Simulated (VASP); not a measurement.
Consider the following.

```xyz
1
Lattice="0.0000 1.8936 1.8936 1.8936 0.0000 1.8936 1.8936 1.8936 0.0000" Properties=species:S:1:pos:R:3 pbc="T T T"
Ir     0.0000     0.0000     0.0000
```

All values below come from SCAN meta-GGA, VASP's PBE PAW potentials (set 64) (plane waves; VASP). Settings: 520 eV cut-off, 18×18×18 Γ-centred mesh, tetrahedra with Blöchl corrections, potentials Ir.

Unless said otherwise, spin-orbit coupling is left out, though it shifts the bands of the heavy elements here.

Q: Tabulate the total density of states (states/eV per cell) against energy (eV; zero at the valence-band maximum or, without a gap, the Fermi level).

A: 
(E (eV), DOS (states/eV)): (-9.98, 0.14); (-9.62, 0.19); (-9.26, 0.42); (-8.90, 0.44); (-8.66, 0.60); (-8.30, 0.87); (-7.94, 1.11); (-7.58, 1.02); (-7.22, 0.92); (-6.86, 0.84); (-6.50, 0.57); (-6.14, 1.10); (-5.90, 0.95); (-5.54, 1.00); (-5.18, 1.19); (-4.82, 1.23); (-4.46, 1.25); (-4.10, 1.52); (-3.74, 1.20); (-3.38, 0.89); (-3.14, 0.89); (-2.78, 0.78); (-2.42, 0.87); (-2.06, 1.12); (-1.70, 0.95); (-1.34, 0.77); (-0.98, 0.75); (-0.62, 0.75); (-0.38, 0.71); (-0.02, 0.76); (0.34, 0.88); (0.70, 1.31); (1.06, 1.23); (1.42, 0.71); (1.78, 0.34); (2.14, 0.25); (2.38, 0.26); (2.74, 0.26); (3.10, 0.26); (3.46, 0.26)
Within 2 eV below the Fermi level the largest weight inside VASP's projection spheres is Ir d.

The compound is Ir in the fcc structure. It was relaxed first.
